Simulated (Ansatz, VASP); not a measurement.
Cu3Pt: VASP beside Ansatz

File INCAR:

```
ALGO = Normal
EDIFF = 1E-6
ENCUT = 520
GGA = CA
ISIF = 2
ISMEAR = -1
LASPH = True
LCHARG = False
LREAL = False
LWAVE = False
NBANDS = 30
NELM = 80
PREC = Accurate
SIGMA = 0.05
```

KPOINTS

```
k-points
0
Gamma
  9 9 9
```

POSCAR

```
Cu3Pt
1.0
    3.6598587183      0.0000000000      0.0000000000
    0.0000000000      3.6598587183      0.0000000000
    0.0000000000      0.0000000000      3.6598587183
Cu Pt
3 1
Direct
    0.0000000000      0.5000000000      0.5000000000
    0.5000000000      0.0000000000      0.5000000000
    0.5000000000      0.5000000000      0.0000000000
    0.0000000000      0.0000000000      0.0000000000
```

Input for Ansatz:

```yaml
crystal:
  lattice:
    - [3.6598587183, 0.0, 0.0]
    - [0.0, 3.6598587183, 0.0]
    - [0.0, 0.0, 3.6598587183]
  atoms:
    - { symbol: Cu, position: [0.0, 0.5, 0.5] }
    - { symbol: Cu, position: [0.5, 0.0, 0.5] }
    - { symbol: Cu, position: [0.5, 0.5, 0.0] }
    - { symbol: Pt, position: [0.0, 0.0, 0.0] }
kpoints:
  mp_grid: { grid: [9, 9, 9] }
  band_path:
    path:
      - [0.0, 0.0, 0.0]
      - [0.0, 0.5, 0.0]
      - [0.5, 0.5, 0.0]
      - [0.0, 0.0, 0.0]
      - [0.5, 0.5, 0.5]
      - [0.0, 0.5, 0.0]
      - [0.5, 0.5, 0.5]
      - [0.5, 0.5, 0.0]
    npoints: 5
scf:
  occupations: { method: fermi_dirac, width: 0.05 }
hamiltonian:
  xc: lda
  pseudopotentials: { kind: all_electron, lapw: { basis_error: 0.001 } }
output:
  forces: true
  stress: true
  eigenvalues: true
```

Change from the starting cell: volume scaled by 0.96.

Alike in both runs: task single point; functional LDA; k mesh 9 × 9 × 9; occupations fermi-dirac, width 0.05 eV; no spin polarisation.

|  | VASP | Ansatz |
| --- | --- | --- |
| version | VASP 6.6.1 | Ansatz 0.2.0 |
| potentials or method | VASP PAW LDA potentials, release 64 (Cu, Pt) | all-electron LAPW, scalar-relativistic |
| plane-wave cutoff (eV) | 520 | see its input |

Ansatz gave:

| Quantity | Value |
| --- | --- |
| pressure (GPa) | -5.1 |

Problem. What did VASP give for the same quantities?

Solution. Pressure (GPa): -4.2.

Ansatz ran all-electron here, so the differences hold the error of VASP's frozen core and of both bases.

Spin-orbit coupling is left out, which matters for the levels of Pt.
